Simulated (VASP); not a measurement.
Output of a VASP run:

OUTCAR:
```
 ion  position               nearest neighbor table
   1  0.000  0.000  0.000-   2 2.13   2 2.13   2 2.13   2 2.13   2 2.13   2 2.13
   2  0.500  0.500  0.500-   1 2.13   1 2.13   1 2.13   1 2.13   1 2.13   1 2.13
  LATTYP: Found a face centered cubic cell.
 ALAT       =     4.2683105238
 Subroutine PRICEL returns:
 Original cell was already a primitive cell.
 Subroutine GETGRP returns: Found 48 space group operations
The static configuration has the point symmetry O_h .
The dynamic configuration has the point symmetry O_h .
 Subroutine INISYM returns: Found 48 space group operations
 Subroutine IBZKPT returns following result:
 Found    120 irreducible k-points:

 Following reciprocal coordinates:
            Coordinates               Weight
  0.000000  0.000000  0.000000      1.000000
  0.066667  0.000000  0.000000      8.000000
  0.133333  0.000000  0.000000      8.000000
  0.200000  0.000000  0.000000      8.000000
  0.266667  0.000000  0.000000      8.000000
  0.333333  0.000000  0.000000      8.000000
  0.400000  0.000000  0.000000      8.000000
  0.466667  0.000000  0.000000      8.000000
  0.066667  0.066667  0.000000      6.000000
  0.133333  0.066667  0.000000     24.000000
  0.200000  0.066667  0.000000     24.000000
  0.266667  0.066667  0.000000     24.000000
  0.333333  0.066667  0.000000     24.000000
  0.400000  0.066667  0.000000     24.000000
  0.466667  0.066667  0.000000     24.000000
 -0.466667  0.066667  0.000000     24.000000
 -0.400000  0.066667  0.000000     24.000000
 -0.333333  0.066667  0.000000     24.000000
 -0.266667  0.066667  0.000000     24.000000
 -0.200000  0.066667  0.000000     24.000000
 -0.133333  0.066667  0.000000     24.000000
 -0.066667  0.066667  0.000000     12.000000
  0.133333  0.133333  0.000000      6.000000
  0.200000  0.133333  0.000000     24.000000
  0.266667  0.133333  0.000000     24.000000
  0.333333  0.133333  0.000000     24.000000
  0.400000  0.133333  0.000000     24.000000
  0.466667  0.133333  0.000000     24.000000
 -0.466667  0.133333  0.000000     24.000000
 -0.400000  0.133333  0.000000     24.000000
 -0.333333  0.133333  0.000000     24.000000
 -0.266667  0.133333  0.000000     24.000000
 -0.200000  0.133333  0.000000     24.000000
 -0.133333  0.133333  0.000000     12.000000
  0.200000  0.200000  0.000000      6.000000
  0.266667  0.200000  0.000000     24.000000
  0.333333  0.200000  0.000000     24.000000
  0.400000  0.200000  0.000000     24.000000
  0.466667  0.200000  0.000000     24.000000
 -0.466667  0.200000  0.000000     24.000000
   k-points           NKPTS =    120   k-points in BZ     NKDIM =    120   number of bands    NBANDS=     12
   number of dos      NEDOS =    301   number of ions     NIONS =      2
   total plane-waves  NPLWV =  13824
   dimension x,y,z NGX =    24 NGY =   24 NGZ =   24
   dimension x,y,z NGXF=    48 NGYF=   48 NGZF=   48
   ions per type =               1   1
   PREC   = accura    normal or accurate (medium, high low for compatibility)
   ISTART =      0    job   : 0-new  1-cont  2-samecut
   ICHARG =      2    charge: 1-file 2-atom 10-const
   ISPIN  =      1    spin polarized calculation?
   LNONCOLLINEAR =      F non collinear calculations
   LSORBIT =      F    spin-orbit coupling
   INIWAV =      1    electr: 0-lowe 1-rand  2-diag
   ENCUT  =  520.0 eV  38.22 Ry    6.18 a.u.   5.61  5.61  5.61*2*pi/ulx,y,z
   NELM   =    100;   NELMIN=  2; NELMDL= -5     # of ELM steps
   EDIFF  = 0.1E-06   stopping-criterion for ELM
   LREAL  =      F    real-space projection
   NLSPLINE    = F    spline interpolate recip. space projectors
   LMAXMIX     =    4 max onsite mixed and CHGCAR
   VOSKOWN=      0    Vosko Wilk Nusair interpolation
   EDIFFG = 0.1E-05   stopping-criterion for IOM
   NSW    =      0    number of steps for IOM
   NBLOCK =      1;   KBLOCK =      1    inner block; outer block
   IBRION =     -1    ionic relax: 0-MD 1-quasi-New 2-CG
...
```

File OSZICAR:
```
       N       E                     dE             d eps       ncg     rms          rms(c)
DAV:   1     0.144374138897E+03    0.14437E+03   -0.88630E+03  2892   0.167E+03
DAV:   2    -0.107194622904E+02   -0.15509E+03   -0.14887E+03  3012   0.417E+02
DAV:   3    -0.233378054180E+02   -0.12618E+02   -0.12269E+02  3544   0.117E+02
DAV:   4    -0.239790146499E+02   -0.64121E+00   -0.63152E+00  3980   0.250E+01
DAV:   5    -0.239950863463E+02   -0.16072E-01   -0.16070E-01  3744   0.366E+00    0.179E+01
DAV:   6    -0.191563336144E+02    0.48388E+01   -0.31870E+01  3520   0.705E+01    0.658E+00
DAV:   7    -0.188768328003E+02    0.27950E+00   -0.34390E+00  3448   0.235E+01    0.463E+00
DAV:   8    -0.189290471216E+02   -0.52214E-01   -0.10018E+00  3180   0.145E+01    0.313E+00
DAV:   9    -0.188528237460E+02    0.76223E-01   -0.20132E-01  3140   0.688E+00    0.110E+00
DAV:  10    -0.188482968398E+02    0.45269E-02   -0.72395E-02  3224   0.398E+00    0.495E-01
DAV:  11    -0.188469793085E+02    0.13175E-02   -0.66404E-03  3360   0.115E+00    0.133E-01
DAV:  12    -0.188468829687E+02    0.96340E-04   -0.96073E-04  3948   0.482E-01    0.358E-02
DAV:  13    -0.188468799115E+02    0.30571E-05   -0.12254E-04  3652   0.158E-01    0.146E-02
DAV:  14    -0.188468790765E+02    0.83507E-06   -0.75486E-06  3360   0.362E-02    0.234E-03
DAV:  15    -0.188468791355E+02   -0.59071E-07   -0.88706E-07  3660   0.113E-02
   1 F= -.18846879E+02 E0= -.18846997E+02  d E =0.352818E-03
```

**OUTCAR**
```
------------------------ aborting loop because EDIFF is reached ----------------------------------------
  FORCE on cell =-STRESS in cart. coord.  units (eV):
  Direction    XX          YY          ZZ          XY          YZ          ZX
  --------------------------------------------------------------------------------------
  Total        0.0143284      0.0143284      0.0143284     -0.0000000     -0.0000000      0.0000000
  in kB        1.1808657      1.1808657      1.1808657     -0.0000000     -0.0000000      0.0000000
  external PRESSURE =       1.1808657 kB  Pullay stress =       0.0000000 kB
  volume of cell :       19.44
      direct lattice vectors                 reciprocal lattice vectors
     0.000000000  2.134155262  2.134155262    -0.234284735  0.234284735  0.234284735
     2.134155262  0.000000000  2.134155262     0.234284735 -0.234284735  0.234284735
     2.134155262  2.134155262  0.000000000     0.234284735  0.234284735 -0.234284735
 POSITION                                       TOTAL-FORCE (eV/Angst)
 -----------------------------------------------------------------------------------
      0.00000      0.00000      0.00000         0.000000      0.000000      0.000000
      2.13416      2.13416      2.13416         0.000000     -0.000000     -0.000000
 -----------------------------------------------------------------------------------
    total drift:                                0.000000     -0.000000     -0.000000
  FREE ENERGIE OF THE ION-ELECTRON SYSTEM (eV)
  ---------------------------------------------------
  free  energy   TOTEN  =       -18.8468791355 eV

  energy  without entropy=      -18.8472319531  energy(sigma->0) =      -18.84699674
```
(Selected blocks of OUTCAR.)

**POSCAR**
```
TiN
1
    0.0000000000     2.1341552619     2.1341552619
    2.1341552619     0.0000000000     2.1341552619
    2.1341552619     2.1341552619     0.0000000000
Ti N
1 1
Direct
  0.0000000000   0.0000000000   0.0000000000
  0.5000000000   0.5000000000   0.5000000000
```

Write an INCAR and KPOINTS that could have produced this output.

This is not unique; one that fits is the input of the run itself, revPBE GGA, plane waves, VASP's PBE PAW potentials (set 64).

### KPOINTS
```
Regular mesh
0
Gamma
  15 15 15
0 0 0
```

INCAR:
```
! general
SYSTEM  = TiN
PREC    = Accurate
ENCUT   = 520
LREAL   = .False.
LASPH   = .True.

! electronic loop
EDIFF   = 1E-7
NELM    = 100
ALGO    = Normal
LMAXMIX = 4

! smearing
ISMEAR  = 1
SIGMA   = 0.1

! functional
GGA     = RE

! ions
ISIF    = 2

! output
LWAVE   = .False.
LCHARG  = .False.
```

POTCAR, in this order: Ti_sv N (PBE.64 set). Program: vasp_std.

The compound is TiN in the rock salt structure. It was relaxed first. The electron count is odd and the run is not spin-polarised, which forces a metal.
